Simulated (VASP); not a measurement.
# BaSc (Pm-3m) in VASP: a series of runs, part 2 of 2

VASP 6.6.1.

**3. Single point, PBE**

Contents of INCAR:

```
  ALGO = Normal
  EDIFF = 1E-7
  ENCUT = 520
  GGA = PE
  ISIF = 2
  ISMEAR = -1
  LASPH = T
  LCHARG = F
  LREAL = F
  LWAVE = F
  NBANDS = 18
  NELM = 100
  PREC = Accurate
  SIGMA = 0.15
```

Contents of KPOINTS:

```
k-points
0
Gamma
  10 10 10
```

Contents of POSCAR:

```
BaSc
1.0
    4.2712041250      0.0000000000      0.0000000000
    0.0000000000      4.2712041250      0.0000000000
    0.0000000000      0.0000000000      4.2712041250
Ba Sc
1 1
Direct
    0.5000000000      0.5000000000      0.5000000000
    0.0000000000      0.0000000000      0.0000000000
```

Potentials or basis: VASP PAW PBE potentials, release 64 (Ba_sv, Sc_sv).

On the command line:

```bash
$ cat potpaw_PBE.64/Ba_sv/POTCAR potpaw_PBE.64/Sc_sv/POTCAR > POTCAR
$ mpirun -np 1 vasp_std > vasp.out
```

OUTCAR:

```text
EDIFF = 1E-7
   ENCUT = 520
   GGA = PE
   ISIF = 2
   ISMEAR = -1
   LASPH = T
   LREAL = F
   NELM = 100
   PREC = Accurate

 ion  position               nearest neighbor table
   1  0.500  0.500  0.500-   2 3.70   2 3.70   2 3.70   2 3.70   2 3.70   2 3.70   2 3.70   2 3.70

   2  0.000  0.000  0.000-   1 3.70   1 3.70   1 3.70   1 3.70   1 3.70   1 3.70   1 3.70   1 3.70

  LATTYP: Found a simple cubic cell.
 ALAT       =     4.2712041250

  Lattice vectors:

 A1 = (   4.2712041250,   0.0000000000,   0.0000000000)
 A2 = (   0.0000000000,   4.2712041250,   0.0000000000)
 A3 = (   0.0000000000,   0.0000000000,   4.2712041250)

Analysis of symmetry for initial positions (statically):
=====================================================================
 Subroutine PRICEL returns:
 Original cell was already a primitive cell.

 Routine SETGRP: Setting up the symmetry group for a
 simple cubic supercell.

 Subroutine GETGRP returns: Found 48 space group operations
 (whereof 48 operations were pure point group operations)
 out of a pool of 48 trial point group operations.

The static configuration has the point symmetry O_h .

Analysis of symmetry for dynamics (positions and initial velocities):
=====================================================================
 Subroutine PRICEL returns:
 Original cell was already a primitive cell.

 Routine SETGRP: Setting up the symmetry group for a
 simple cubic supercell.

 Subroutine GETGRP returns: Found 48 space group operations
 (whereof 48 operations were pure point group operations)
 out of a pool of 48 trial point group operations.

[... 110 lines left out ...]
   PSTRESS=    0.0 pullay stress
   NELECT =      21.0000    total number of electrons
   NUPDOWN=      -1.0000    fix difference up-down
   EMIN   =  10.00;   EMAX   =-10.00  energy-range for DOS
   EFERMI =   0.00;   METHOD = LEGACY
   ISMEAR =    -1;   SIGMA  =   0.15  broadening in eV -4-tet -1-fermi 0-gaus
   EFERMI_NEDOS =   21; number of points for ismear=-14 and -15
   IALGO  =     38    algorithm
   IMIX   =      4    mixing-type and parameters
     AMIX     =   0.40;   BMIX     =  1.00
     AMIX_MAG =   1.60;   BMIX_MAG =  1.00
  volume/ion in A,a.u.               =      38.96       262.92
  Fermi-wavevector in a.u.,A,eV,Ry     =   1.057461  1.998311 15.214352  1.118223
  Thomas-Fermi vector in A             =   2.192734
   LORBIT       =      0    0 simple, 1 ext, 2 COOP (PROOUT), +10 PAW based schemes
   GGA     = PE    functional components
   LHFCALC =     F    Hartree Fock is set to
   AEXX    =    0.0000 exact exchange contribution
   IVDW    =     0    specifies the selected vdW correction
   LEPSILON=     F    determine dielectric tensor
   LRPA    =     F    only Hartree local field effects (RPA)
 non-spin polarized calculation
  energy-cutoff  :      520.00
  volume of cell :       77.92
 maximum number of plane-waves:      2176
 NGX is ok and might be reduce to    32
   NGX = 15   NGY = 15   NGZ = 15

 number of electron      21.0000007 magnetization

 Free energy of the ion-electron system (eV)
  ---------------------------------------------------
  ext. energy  EPLUGINS =         0.00000000
  ---------------------------------------------------
  free energy    TOTEN  =        -7.37095949 eV

  energy without entropy =       -7.08304748  energy(sigma->0) =       -7.22700348

 E-fermi :   2.5524     XC(G=0):  -8.6506

 val. band max:        2.5449568368   @ k =   0.4000   0.1000   0.0000
 cond. band min:       2.5572102420   @ k =   0.4000   0.3000   0.2000
 fundamental gap:      0.0122534052
 Fermi energy:         2.5524396179

 k-point     1 :       0.0000    0.0000    0.0000
  band No.  band energies     occupation
      1     -47.8667      2.00000
      2     -26.4723      2.00000
      3     -26.4723      2.00000
      4     -26.4723      2.00000
      5     -25.2501      2.00000
      6     -10.3459      2.00000
[... 481 lines left out ...]
      5     -25.2232      2.00000
      6     -10.6366      2.00000
[... 10 lines left out ...]
     17       5.3754      0.00000
     18       5.5355      0.00000

 [... further k-points ...]

------------------------ aborting loop because EDIFF is reached ----------------------------------------

  FORCE on cell =-STRESS in cart. coord.  units (eV):
  Direction    XX          YY          ZZ          XY          YZ          ZX
  --------------------------------------------------------------------------------------
  -------------------------------------------------------------------------------------
  Total        0.1019533      0.1019533      0.1019533      0.0000000      0.0000000      0.0000000
  in kB        2.0963369      2.0963369      2.0963369      0.0000000      0.0000000      0.0000000
  external PRESSURE =       2.0963369 kB  Pullay stress =       0.0000000 kB

 VOLUME and BASIS-vectors are now :
 -----------------------------------------------------------------------------
  energy-cutoff  :      520.00
  volume of cell :       77.92
      direct lattice vectors                 reciprocal lattice vectors
     4.271204125  0.000000000  0.000000000     0.234126015  0.000000000  0.000000000
     0.000000000  4.271204125  0.000000000     0.000000000  0.234126015  0.000000000
     0.000000000  0.000000000  4.271204125     0.000000000  0.000000000  0.234126015

 POSITION                                       TOTAL-FORCE (eV/Angst)
 -----------------------------------------------------------------------------------
      2.13560      2.13560      2.13560         0.000000      0.000000      0.000000
      0.00000      0.00000      0.00000         0.000000      0.000000      0.000000
 -----------------------------------------------------------------------------------
    total drift:                                0.000000      0.000000     -0.000000

  FREE ENERGIE OF THE ION-ELECTRON SYSTEM (eV)
  ---------------------------------------------------
  free  energy   TOTEN  =        -7.3709594880 eV

  energy  without entropy=       -7.0830474752  energy(sigma->0) =       -7.22700348
```

OSZICAR:

```text
N       E                     dE             d eps       ncg     rms          rms(c)
DAV:   1     0.189167085178E+03    0.18917E+03   -0.88568E+03  2016   0.104E+03
DAV:   2     0.732750615786E+01   -0.18184E+03   -0.17729E+03  2216   0.320E+02
DAV:   3    -0.846571503712E+01   -0.15793E+02   -0.15441E+02  3178   0.904E+01
DAV:   4    -0.931241934737E+01   -0.84670E+00   -0.84392E+00  3128   0.164E+01
DAV:   5    -0.934597815916E+01   -0.33559E-01   -0.33545E-01  3168   0.240E+00    0.680E+00
DAV:   6    -0.739575651731E+01    0.19502E+01   -0.77532E+00  2956   0.172E+01    0.210E+00
DAV:   7    -0.738361726645E+01    0.12139E-01   -0.22247E-01  2950   0.349E+00    0.135E+00
DAV:   8    -0.738219166657E+01    0.14256E-02   -0.17277E-01  3108   0.205E+00    0.698E-01
DAV:   9    -0.737242897925E+01    0.97627E-02   -0.13198E-01  2996   0.204E+00    0.247E-01
DAV:  10    -0.737091355048E+01    0.15154E-02   -0.11037E-02  2978   0.645E-01    0.536E-02
DAV:  11    -0.737096371465E+01   -0.50164E-04   -0.20832E-04  3154   0.107E-01    0.151E-02
DAV:  12    -0.737096077164E+01    0.29430E-05   -0.14661E-05  2930   0.271E-02    0.344E-03
DAV:  13    -0.737095948780E+01    0.12838E-05   -0.22051E-06  2938   0.125E-02    0.210E-03
DAV:  14    -0.737095948804E+01   -0.24556E-09   -0.86173E-08  1368   0.259E-03
   1 F= -.73709595E+01 E0= -.72270035E+01  d E =-.287912E+00
```

stdout:

```text
POSCAR found type information on POSCAR BaSc
 POSCAR found :  2 types and       2 ions
 scaLAPACK will be used
 LDA part: xc-table for (Slater+PW92), standard interpolation
 POSCAR, INCAR and KPOINTS ok, starting setup
 FFT: planning ... GRIDC
 FFT: planning ... GRID_SOFT
 FFT: planning ... GRID
 WAVECAR not read
 entering main loop
```

Run time: 36 s. Hardware: 1 thread of AMD EPYC 9R14 (Zen 4), shared host; peak memory 0.2 GiB.

What came out:

| Quantity | Value |
| --- | --- |
| Free energy | -7.3710 eV |
| Pressure | 0.2 GPa |
| Band gap on the k mesh | none (metal or under the smearing width) |

Levels at points of the mesh, in eV from the Fermi level:
```csv
k point,band 7,band 8,band 9,band 10,band 11,band 12,band 13,band 14,band 15,band 16
"(0.00, 0.00, 0.00)",-12.90,-12.90,-3.63,-0.86,-0.86,1.13,1.13,1.13,2.87,2.87
"(0.50, 0.00, 0.00)",-12.86,-12.86,-1.34,-1.15,0.18,1.09,1.09,1.26,1.40,1.81
"(0.50, 0.50, 0.00)",-13.26,-12.82,-1.87,-0.72,0.34,0.34,1.42,1.42,1.72,1.75
"(0.50, 0.50, 0.50)",-13.22,-13.22,-0.38,-0.38,-0.38,0.67,0.67,0.67,1.78,1.78
```
